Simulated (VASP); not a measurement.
```yaml
crystal:
  lattice:
    - [4.07719, 0.00000, 0.00000]
    - [0.00000, 4.07719, 0.00000]
    - [0.00000, 0.00000, 4.07719]
  atoms:
    - { symbol: Ba, position: [0.00000, 0.00000, 0.00000] }
    - { symbol: Hf, position: [0.50000, 0.50000, 0.50000] }
    - { symbol: O, position: [0.50000, 0.00000, 0.50000] }
    - { symbol: O, position: [0.00000, 0.50000, 0.50000] }
    - { symbol: O, position: [0.50000, 0.50000, 0.00000] }
```

All values below come from MS2 meta-GGA, VASP's PBE PAW potentials (set 64) (plane waves; VASP). Settings: 520 eV cut-off, 5×5×5 Γ-centred mesh, Gaussian smearing of 0.050 eV, potentials Ba_sv Hf_pv O.

### Question
Give the stress tensor in GPa (positive for a compressed cell).

### Answer

```
12.36   0.00   0.00
 0.00  12.36   0.00
 0.00   0.00  12.36
```
The pressure is its mean diagonal, 12.36 GPa.

The compound is BaHfO3 in the cubic perovskite structure. This cell is one point of a volume scan, at 0.94 of the reference volume.
